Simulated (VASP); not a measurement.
All values below come from PBEsol GGA, VASP's PBE PAW potentials (set 64) (plane waves; VASP 6.6.1).

A VASP calculation is set up with these files.

**INCAR**
```
SYSTEM = BaTiO3
PREC = Accurate; ENCUT = 620; LREAL = .FALSE.
LASPH = .TRUE.
EDIFF = 1E-6; NELM = 100; ALGO = Normal
LMAXMIX = 4
ISMEAR = 0; SIGMA = 0.05
GGA = PS
IBRION = 2; NSW = 40; ISIF = 3
EDIFFG = -0.02; PSTRESS = 300
LWAVE = .FALSE.; LCHARG = .FALSE.
```

File POSCAR:
```
BaTiO3
1.0
  3.8649863201   0.0000000000   0.0000000000
  0.0000000000   3.8649863201   0.0000000000
  0.0000000000   0.0000000000   3.8649863201
Ba Ti O
1 1 3
Direct
  0.0000000000   0.0000000000   0.0000000000
  0.5000000000   0.5000000000   0.5000000000
  0.5000000000   0.0000000000   0.5000000000
  0.0000000000   0.5000000000   0.5000000000
  0.5000000000   0.5000000000   0.0000000000
```

File KPOINTS:
```
Automatic
0
gamma
6 6 6
0 0 0
```

POTCAR, in this order: Ba_sv Ti_sv O (PBE.64 set). Program: vasp_std.

Energy and stress use the plane-wave basis of the starting cell. Unless said otherwise, spin-orbit coupling is left out, though it shifts the bands of the heavy elements here.

Task: Estimate the energy per atom (σ→0), volume per atom, band gap (on the k-mesh).

Result: 
energy per atom (σ→0): -8.272 eV/atom
band gap (on the k-mesh): 1.92 eV
volume per atom: 11.15 Å³/atom

OSZICAR:
```
...
DAV:   4    -0.413390337383E+02    0.56374E-02   -0.25113E-01  1440   0.328E+00    0.739E-01
DAV:   5    -0.413468401796E+02   -0.78064E-02   -0.18888E-02  1456   0.112E+00    0.520E-01
DAV:   6    -0.413569913651E+02   -0.10151E-01   -0.19528E-02  1424   0.771E-01    0.317E-01
DAV:   7    -0.413597308584E+02   -0.27395E-02   -0.51353E-03  1440   0.420E-01    0.107E-01
DAV:   8    -0.413599318312E+02   -0.20097E-03   -0.60681E-04  1272   0.174E-01    0.282E-02
DAV:   9    -0.413599472953E+02   -0.15464E-04   -0.84454E-05  1272   0.545E-02    0.520E-03
DAV:  10    -0.413599482702E+02   -0.97495E-06   -0.55760E-06  1096   0.158E-02
   3 F= -.30921814E+02 E0= -.30921814E+02  d E =-.668114E-01
```

The compound is BaTiO3 in the cubic perovskite structure, the ideal cubic form; the compound distorts at low or room temperature. This run relaxes it under an external pressure of 30 GPa. Symmetry was kept, so distortions that lower it aren't found.
